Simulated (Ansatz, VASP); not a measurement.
# ZnNi3C in two plane-wave programs, part 2 of 2

One calculation is typed for both programs; each brings its own data sets. How far apart do they land? The cell is taken from a series of runs on this material, whose earlier steps may have relaxed, scaled, displaced or heated it; both programs get it as it stands.

VASP 6.6.1 and Ansatz 0.2.0.

So far: The starting structure; VASP: relaxation of cell and atoms, PBEsol.

### 3. Ansatz: relaxation of cell and atoms, PBEsol

Level of this step: Ansatz beside VASP: Kohn-Sham DFT, plane waves, PBEsol (Ansatz).

Ansatz runs on its PAW soft_1 files.

The same cell, functional, mesh and smearing now go to Ansatz, which takes its cutoff from its data sets.

File input.yaml:

```yaml
crystal:
  lattice:
    - [3.7199153285, 0.0, 0.0]
    - [0.0, 3.7199153285, 0.0]
    - [0.0, 0.0, 3.7199153285]
  atoms:
    - { symbol: Zn, position: [0.0, 0.0, 0.0] }
    - { symbol: Ni, position: [0.0, 0.5, 0.5] }
    - { symbol: Ni, position: [0.5, 0.5, 0.0] }
    - { symbol: Ni, position: [0.5, 0.0, 0.5] }
    - { symbol: C, position: [0.5, 0.5, 0.5] }
kpoints:
  mp_grid: { grid: [12, 12, 12] }
hamiltonian:
  xc: pbesol
  pseudopotentials: { kind: paw, azcp: { folder: soft_1 }, xc_functional: pbe }
scf:
  occupations: { method: methfessel_paxton, width: 0.2 }
output:
  forces: true
  stress: true
  eigenvalues: true
relax:
  adjacent_minimum: "off"
  f_tol: 0.001
  max_steps: 60
  cell: { stress_tol: 0.01 }
```

Command:

```sh
$ ansatz run input.yaml --threads 4 --pin off --max-ram 10240MiB --backend cpu --events-out ev --progress --plain --runs-dir out
```

Numbers of over 12 decimals in the logs are rounded to 6 here.

The log of the run:

```text
Engine: ansatz 0.2.0, x86_64-unknown-linux-gnu
Pseudopotentials: kind: paw
Pseudopotential: Zn, paw, valence charge 12, recommended cutoff 420 eV (normal), soft_1/Zn.paw.azcp
Pseudopotential: Ni, paw, valence charge 18, recommended cutoff 420 eV (normal), soft_1/Ni.paw.azcp
Pseudopotential: C, paw, valence charge 4, recommended cutoff 420 eV (normal), soft_1/C.paw.azcp
Functional definition: PBEsol
  exchange = pbesol_x
  correlation = pbesol_c
Crystal: 5 atoms, lattice volume = 51.475 Å³
Basis set: ecut = 420 eV, 1021 PW (Γ), exchange–correlation on 50×50×50 points (8 copies of the dense FFT grid, shifted against one another)
Bands: 42, of which v1, the nominal top of the filled ones, is band 35 counted from 1 (34 counted from 0)
Symmetry: 48 space group operations
Space group: Pm-3m (ITA 221), of the structure as read, at distance tolerance 3.7e-5 Å
k-points: 84 of 1728
Non-local potential: Zn, projectors of the file, l = 0: 2, l = 1: 2, l = 2: 3, l = 3: 1
Non-local potential: Ni, projectors of the file, l = 0: 3, l = 1: 2, l = 2: 3, l = 3: 1
Non-local potential: C, projectors of the file, l = 0: 2, l = 1: 2, l = 2: 1
PAW form: soft (Blöchl's): semilocal exchange-correlation on the pseudo side does not see the compensation charge
PAW frozen core: Zn, regenerated for the run's functional, and the local potential with it (the file was generated under x = pbe(κ = 0.804, μ = 0.219515), c = pbe(β = 0.066725))
PAW frozen core: Ni, regenerated for the run's functional, and the local potential with it (the file was generated under x = pbe(κ = 0.804, μ = 0.219515), c = pbe(β = 0.066725))
PAW frozen core: C, regenerated for the run's functional, and the local potential with it (the file was generated under x = pbe(κ = 0.804, μ = 0.219515), c = pbe(β = 0.066725))
PAW one-centre angular grid: Zn, 590 points (default); XC on 64 Gauss nodes
PAW one-centre angular grid: Ni, 590 points (default); XC on 64 Gauss nodes
PAW one-centre angular grid: C, 110 points (default); XC on 64 Gauss nodes
Initial density: superposition of atomic densities (chi_scale 0.1, normalization cell, long waves kept (reshape's long-wave potential 0.01 eV rms))
Initial wavefunctions: pseudopotential atomic-orbital guess
Functional: x = pbesol(κ = 0.804, μ = 0.123457), c = pbesol(β = 0.046)
SCF iter   1: F=—  HF=-20944.022461 eV  |F-HF|=—  |Δ(HF+E_count)|=         —  Δρ=7.30e-2  dr2=3.40e0  ethr=3.10e-3  ⟨swp⟩=5.6  Hψ=13312  notcnv=0
preconditioner: auto → Kerker (q_TF=auto, 2.872 Å⁻¹)  [metal: Δε(μ)=0.005 eV  Ē_g=8.734 eV  σ=0.200 eV  W_gap=0.02  n_scr=18 (ndim 8)  ℏωp=35.1 eV  f_vac=0.000  D(μ)=5.50/eV (n_scr^D=80)]
SCF iter   2: F=—  HF=-20943.393472 eV  |F-HF|=—  |Δ(HF+E_count)|=   6.29e-1  S|Δr|=    0.00e0  Δρ=3.47e-2  dr2=1.13e0  ethr=3.10e-3  ⟨swp⟩=2.3  Hψ=4631  notcnv=0  defer=141
SCF iter   3: F=—  HF=-20943.097937 eV  |F-HF|=—  |Δ(HF+E_count)|=   2.96e-1  S|Δr|=    0.00e0  Δρ=1.74e-2  dr2=3.22e-1  ethr=1.61e-3  ⟨swp⟩=2.0  Hψ=6298  notcnv=0  defer=142
SCF iter   4: F=—  HF=-20943.016289 eV  |F-HF|=—  |Δ(HF+E_count)|=   8.16e-2  S|Δr|=    0.00e0  Δρ=7.53e-3  dr2=2.48e-2  ethr=4.60e-4  ⟨swp⟩=2.0  Hψ=5601  notcnv=0  defer=142
SCF iter   5: F=—  HF=-20943.013985 eV  |F-HF|=—  |Δ(HF+E_count)|=   2.30e-3  S|Δr|=    0.00e0  Δρ=4.04e-3  dr2=4.59e-3  ethr=3.54e-5  ⟨swp⟩=2.0  Hψ=5171  notcnv=0  defer=142
SCF iter   6: F=—  HF=-20943.012966 eV  |F-HF|=—  |Δ(HF+E_count)|=   1.02e-3  S|Δr|=    0.00e0  Δρ=1.58e-3  dr2=6.14e-4  ethr=6.56e-6  ⟨swp⟩=2.0  Hψ=5261  notcnv=0  defer=142
SCF iter   7: F=—  HF=-20943.012731 eV  |F-HF|=—  |Δ(HF+E_count)|=   2.35e-4  S|Δr|=    0.00e0  Δρ=2.84e-4  dr2=2.57e-5  ethr=8.77e-7  ⟨swp⟩=2.0  Hψ=5245  notcnv=0  defer=142
SCF iter   8: F=—  HF=-20943.012776 eV  |F-HF|=—  |Δ(HF+E_count)|=   4.49e-5  S|Δr|=    0.00e0  Δρ=9.88e-5  dr2=4.35e-6  ethr=3.67e-8  ⟨swp⟩=2.2  Hψ=5060  notcnv=0  defer=142
SCF iter   9: F=—  HF=-20943.012775 eV  |F-HF|=—  |Δ(HF+E_count)|=   4.36e-7  S|Δr|=    0.00e0  Δρ=2.29e-5  dr2=1.85e-7  ethr=6.21e-9  ⟨swp⟩=2.7  Hψ=5478  notcnv=0  defer=142
SCF iter  10: F=-20943.012775 eV  HF=-20943.012775 eV  |F-HF|=1.00e-8  |Δ(HF+E_count)|=   4.89e-8  S|Δr|=    0.00e0  Δρ=5.94e-6  dr2=7.98e-9  ethr=1.43e-10  ⟨swp⟩=11.0  Hψ=16934  notcnv=0
SCF 1 converged in 10 iterations: F = -20943.012775 eV  dr2 = 7.98e-9
  greatest PAW one-centre occupation: 1.001 electrons in one spin orbital (limit 2), on the Ni atom at site 3 (counted from 0), in its partial waves of l = 1
relax step   1: F+E_penalty+E_count = -20943.01277526 eV  Δ(F+E_penalty+E_count) = +0.000e0 eV  max|allowed force component| = 4.970e-29 eV/Å  Δτ_max = 0.0000 Å  P = -0.013 GPa  Ω = 51.475 Å³  (10 SCF iters, dr2 threshold 1.00e-7 eV, accepted)
[...]
relax step   2: F+E_penalty+E_count = -20943.01277692 eV  Δ(F+E_penalty+E_count) = -1.662e-6 eV  max|allowed force component| = 9.487e-29 eV/Å  Δτ_max = 0.0000 Å  P = -0.007 GPa  Ω = 51.474 Å³  energy of the carried Pulay correction = +1.559e-6 eV  (4 SCF iters, dr2 threshold 4.36e-10 eV, accepted)
[...]
relax step   3: F+E_penalty+E_count = -20943.01277692 eV  Δ(F+E_penalty+E_count) = -2.619e-10 eV  max|allowed force component| = 8.351e-29 eV/Å  Δτ_max = 0.0000 Å  P = -0.007 GPa  Ω = 51.474 Å³  stress off target by 6.72e-3 GPa  SCF on the basis re-selected at this cell (its energy is not comparable with the rows above)  (9 SCF iters)
basis re-selected at this cell: Δ(F+E_penalty+E_count) = -2.619e-10 eV, ΔP = -0.000 GPa vs the last step (what re-selecting the basis moved, of the pressure what is left beyond the Pulay correction that the steps carried, after the strain that the cell walked since its last selection, with what the two solves' SCF thresholds leave and, on support functions, any second-order correction that the steps lacked; it is no  [...]
SCF converged after 9 iterations
Stability not checked: this state was not tested for a lower state beside it, because cold or Methfessel-Paxton smearing, or corrected tetrahedra, fill the levels in a way that the test cannot read (fill_not_monotonic; see scf.lower_state_search)
Free energy (F): -20943.012777 eV
Harris-Foulkes:  -20943.012777 eV  (|F-HF|=3.64e-12)
Internal energy: -20943.003201 eV  (E = F + TS)
E sigma→0 (E₀):  -20943.010383 eV
Entropy (-TS):   -0.009576 eV (-1.915 meV/atom)
Fermi energy:    16.026073 eV
--- Per-component energies (eV) ---
  E_band       = -836.358238
  E_kinetic    = 1260.341820
  E_local      = -10807.622779  (includes V_loc(G=0)·N_el)
  E_nonlocal   = 496.552871
  E_hartree    = 5489.435622
  E_xc         = -463.585971
  E_vxc        = -548.771380  (∫ρ·V_xc dr)
  E_paw        = -6820.839152  (= ΣΔE_a)
  E_vpaw       = -2215.732593  (= ΣTr[D̂ρ^β])
  E_aug_tail   = 0.002468  (compensation charges beyond the density's cutoff)
  E_ewald      = -10098.698403
  E_core_change = 1.410324  (= ΣΔE_core)
  E_smearing   = -0.009576  (= −TS)
  E_closure    = -0.000000  (closes the sum)
  Σ components = -20943.012777   (vs F -20943.012777, Δ=0.00e0)
--- Forces (eV/Å), atoms counted from 1 ---
  atom   1  Zn     0.00000000    -0.00000000    -0.00000000
  atom   2  Ni     0.00000000     0.00000000     0.00000000
  atom   3  Ni    -0.00000000     0.00000000    -0.00000000
  atom   4  Ni    -0.00000000     0.00000000     0.00000000
  atom   5  C     -0.00000000     0.00000000    -0.00000000
  max |Σ_I F_I| component: 1.71e-28 eV/Å
--- Stress (GPa, compression-positive) ---
       -0.006724      -0.000000       0.000000
       -0.000000      -0.006724       0.000000
        0.000000       0.000000      -0.006724
  P = ⅓ Tr σ = -0.0067 GPa (-0.067 kbar)
--- Band table (eV; the first three rows and the last of 84) ---
  k-point 0: bands = [... 31 lower, 14.7342, 15.2465, 15.2465, 15.2465, 15.5580, 18.9392, 20.6657, 20.6657, ... 3 higher]
  k-point 1: bands = [... 31 lower, 14.7248, 15.2465, 15.2965, 15.2965, 15.5319, 18.9514, 20.3888, 20.7231, ... 3 higher]
  k-point 2: bands = [... 31 lower, 14.6990, 15.2467, 15.4506, 15.4506, 15.4548, 18.9961, 20.0049, 20.8723, ... 3 higher]
  k-point 83: bands = [... 31 lower, 14.9814, 14.9814, 15.3194, 15.3194, 15.3194, 17.6194, 17.6194, 17.6194, ... 3 higher]
--- Relaxed structure (2 steps of the walk, 2 accepted, 1 SCFs on fresh bases) ---
  F+E_penalty+E_count = -20943.01277692 eV   max|allowed force component| = 8.351e-29 eV/Å   (the final SCF, on the basis selected at the relaxed cell)
  cell:  # Å, volume = 51.4738 Å³
    - [3.719879, 0, 0.0]
    - [0, 3.719879, 0.0]
    - [0.0, 0.0, 3.719879]
  atoms:
    - { symbol: Zn, position: [0, 0, 0] }
    - { symbol: Ni, position: [0, 0.500000, 0.500000] }
    - { symbol: Ni, position: [0.500000, 0.500000, 0] }
    - { symbol: Ni, position: [0.500000, 0, 0.500000] }
    - { symbol: C, position: [0.500000, 0.500000, 0.500000] }
```

### 4. Side by side

Known differences besides the potentials themselves: the data sets hold 70 valence electrons in Ansatz (on its PAW soft_1 files) and 46 in VASP; the cutoff is 420 eV in Ansatz and 600 eV in VASP; Ansatz makes its cores anew for this functional, VASP keeps those of its PBE data sets; Ansatz adds a Pulay correction to the stress that steers its cell, VASP none. Total energies have different zeros and are not compared.

The two programs side by side:

| quantity | Ansatz | VASP | difference |
| --- | --- | --- | --- |
| volume (Å³) | 51.47 | 51.55 | -0.14 % |
| edge a after relaxation, in the typed setting (Å) | 3.720 | 3.722 | -0.05 % |

### 5. Summary of results

| Property | Result |
| --- | --- |
| difference in volume (relaxation of cell and atoms, PBEsol) | -0.14 % |

**Reading.** The difference in volume is -0.14 % (relaxation of cell and atoms, PBEsol), within the 1.2 % picked in this series as the mark of a large difference, as far as the stopping tolerances let one tell. The data sets hold unlike numbers of valence electrons (70 in Ansatz and 46 in VASP), so part of the differences comes from the potentials. 1 further run of this series is not shown here. How closely two codes agree says nothing of how well the functional describes the real material.

[Lines on the potential files, build, host, timing and source positions are cut from VASP's logs without a mark.]

[Logs are printed without paths, hosts, clocks, repeated set-up lines and the standing remarks that a program may print on its own settings, such as how far it seeks lower states.]

[Hosts, paths, dates, database ids (printed as entryN), source tags and the programs' standing remarks are cut or masked in the printed files.]
